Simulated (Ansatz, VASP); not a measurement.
## Sc3AlP: VASP beside Ansatz

The input INCAR:

```
SYSTEM = Sc3AlP
  PREC = Accurate
  ENCUT = 520
  EDIFF = 1E-6
  ISMEAR = 0
  SIGMA = 0.1
  LREAL = .False.
  LASPH = .True.
  NELM = 100
  ALGO = Normal
  ISIF = 2
  LWAVE = .False.
  LCHARG = .True.
  GGA = PE
  LELF = .True.
  LVHAR = .True.
  NBANDS = 28
```

Contents of KPOINTS:

```
Automatic mesh
0
Gamma
  12 12 6
  0 0 0
```

File POSCAR:

```
Sc3AlP
1.0
    4.5240529526      0.0000000000      0.0000000000
   -2.2620264763      3.9179447850      0.0000000000
    0.0000000000      0.0000000000      6.1644384269
Sc Al P
3 1 1
Direct
    0.6666666667      0.3333333333      0.2673934336
    0.6666666667      0.3333333333      0.7326065664
    0.0000000000      0.0000000000      0.0000000000
    0.3333333333      0.6666666667      0.0000000000
    0.0000000000      0.0000000000      0.5000000000
```

Input for Ansatz:

```yaml
crystal:
  lattice:
    - [4.5240529526, 0.0, 0.0]
    - [-2.2620264763, 3.917944785, 0.0]
    - [0.0, 0.0, 6.1644384269]
  atoms:
    - { symbol: Sc, position: [0.6666666667, 0.3333333333, 0.2673934336] }
    - { symbol: Sc, position: [0.6666666667, 0.3333333333, 0.7326065664] }
    - { symbol: Sc, position: [0.0, 0.0, 0.0] }
    - { symbol: Al, position: [0.3333333333, 0.6666666667, 0.0] }
    - { symbol: P, position: [0.0, 0.0, 0.5] }
basis:
  ecutwfc: 420
kpoints:
  mp_grid: { grid: [12, 12, 6] }
  band_path:
    path:
      - [[0.0, 0.0, 0.0], [0.5, 0.0, 0.0], [0.33333333, 0.33333333, 0.0], [0.0, 0.0, 0.0], [0.0, 0.0, 0.5], [0.5, 0.0, 0.5], [0.33333333, 0.33333333, 0.5], [0.0, 0.0, 0.5]]
      - [[0.5, 0.0, 0.5], [0.5, 0.0, 0.0]]
      - [[0.33333333, 0.33333333, 0.5], [0.33333333, 0.33333333, 0.0]]
    npoints: 14
hamiltonian:
  xc: pbe
scf:
  occupations: { method: gaussian, width: 0.1 }
  n_extra_bands: 12
output:
  forces: true
  stress: true
  eigenvalues: true
  populations: true
  dos: { projected: true, de: 0.02, nscf_kmesh: { grid: [15, 15, 8] } }
  bader: true
  write_density: true
  write_potential: true
  elf: true
  volumetric_format: npy
```

The cell was built by a generator and needn't be a form met in nature.

Alike in both runs: task single point; functional PBE; k mesh 12 × 12 × 6; occupations gaussian, width 0.1 eV; no spin polarisation.

```csv
,VASP,Ansatz
version,VASP 6.6.1,Ansatz 0.2.0
potentials or method,"VASP PAW PBE potentials, release 64 (Sc_sv, Al, P)","scalar-relativistic, plane waves, PAW"
plane-wave cutoff (eV),520,420
valence electrons in the cell,41,41
```

|  | VASP | Ansatz | Ansatz less VASP |
| --- | --- | --- | --- |
| gap on the k mesh at the Fermi level (eV) | none | none | - |
| pressure (GPa) | 0.1 | 0.0 | -0.09 |
| rms of the force components (eV/Å) | 0.004 | 0.003 | -0.0001 |

Atom by atom the forces differ by 0.000 eV/Å (rms over components). A gap of «none» marks a metal or a gap that the smearing closes.
